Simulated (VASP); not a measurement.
Here is the system:

```
CELL_PARAMETERS angstrom
      0.00000     8.19112     8.19112
      8.19112     0.00000     8.19112
      8.19112     8.19112     0.00000
ATOMIC_POSITIONS crystal
  Ce 0.00000 0.00000 0.00000
  Ce 0.00000 0.00000 0.33333
  Ce 0.00000 0.00000 0.66667
  Ce 0.00000 0.33333 0.00000
  Ce 0.00000 0.33333 0.33333
  Ce 0.00000 0.33333 0.66667
  Ce 0.00000 0.66667 0.00000
  Ce 0.00000 0.66667 0.33333
  Ce 0.00000 0.66667 0.66667
  Ce 0.33333 0.00000 0.00000
  Ce 0.33333 0.00000 0.33333
  Ce 0.33333 0.00000 0.66667
  Ce 0.33333 0.33333 0.00000
  Ce 0.33333 0.33333 0.33333
  Ce 0.33333 0.33333 0.66667
  Ce 0.33333 0.66667 0.00000
  Ce 0.33333 0.66667 0.33333
  Ce 0.33333 0.66667 0.66667
  Ce 0.66667 0.00000 0.00000
  Ce 0.66667 0.00000 0.33333
  Ce 0.66667 0.00000 0.66667
  Ce 0.66667 0.33333 0.00000
  Ce 0.66667 0.33333 0.33333
  Ce 0.66667 0.33333 0.66667
  Ce 0.66667 0.66667 0.00000
  Ce 0.66667 0.66667 0.33333
  Ce 0.66667 0.66667 0.66667
  O  0.08333 0.08333 0.08333
  O  0.25000 0.25000 0.25000
  O  0.08333 0.08333 0.41667
  O  0.25000 0.25000 0.58333
  O  0.08333 0.08333 0.75000
  O  0.25000 0.25000 0.91667
  O  0.08333 0.41667 0.08333
  O  0.25000 0.58333 0.25000
  O  0.08333 0.41667 0.41667
  O  0.25000 0.58333 0.58333
  O  0.08333 0.41667 0.75000
  O  0.25000 0.58333 0.91667
  O  0.08333 0.75000 0.08333
  O  0.25000 0.91667 0.25000
  O  0.08333 0.75000 0.41667
  O  0.25000 0.91667 0.58333
  O  0.08333 0.75000 0.75000
  O  0.25000 0.91667 0.91667
  O  0.41667 0.08333 0.08333
  O  0.58333 0.25000 0.25000
  O  0.41667 0.08333 0.41667
  O  0.58333 0.25000 0.58333
  O  0.41667 0.08333 0.75000
  O  0.58333 0.25000 0.91667
  O  0.41667 0.41667 0.08333
  O  0.58333 0.58333 0.25000
  O  0.41667 0.41667 0.41667
  O  0.58333 0.58333 0.58333
  O  0.41667 0.41667 0.75000
  O  0.58333 0.58333 0.91667
  O  0.41667 0.75000 0.08333
  O  0.58333 0.91667 0.25000
  O  0.41667 0.75000 0.41667
  O  0.58333 0.91667 0.58333
  O  0.41667 0.75000 0.75000
  O  0.58333 0.91667 0.91667
  O  0.75000 0.08333 0.08333
  O  0.91667 0.25000 0.25000
  O  0.75000 0.08333 0.41667
  O  0.91667 0.25000 0.58333
  O  0.75000 0.08333 0.75000
  O  0.91667 0.25000 0.91667
  O  0.75000 0.41667 0.08333
  O  0.91667 0.58333 0.25000
  O  0.75000 0.41667 0.41667
  O  0.91667 0.58333 0.58333
  O  0.75000 0.41667 0.75000
  O  0.91667 0.58333 0.91667
  O  0.75000 0.75000 0.08333
  O  0.91667 0.91667 0.25000
  O  0.75000 0.75000 0.41667
  O  0.91667 0.91667 0.58333
  O  0.75000 0.75000 0.75000
  O  0.91667 0.91667 0.91667
```

Computed with PBE GGA, VASP's PBE PAW potentials (set 64) (plane waves; VASP). Numerical set-up: PREC = Normal, LREAL = Auto, 400 eV cut-off, 1×1×1 Γ-centred mesh, Gaussian smearing of 0.050 eV, potentials Ce O.

At this cut-off the stress carries a Pulay error, which pulls relaxed volumes low. The supercell is sampled at Γ alone, which is coarse: total energies, pressure and levels can be off, energies of defects by several tenths of an eV.

### Question
Give the stress tensor in GPa (positive for a compressed cell).

### Answer

```
-4.69   0.00   0.00
 0.00  -4.69   0.00
 0.00   0.00  -4.69
```
The pressure is its mean diagonal, -4.69 GPa.

The cell is a supercell, built from a database entry that may be metastable or hypothetical. The run is not spin-polarised, so no magnetic state was tried.
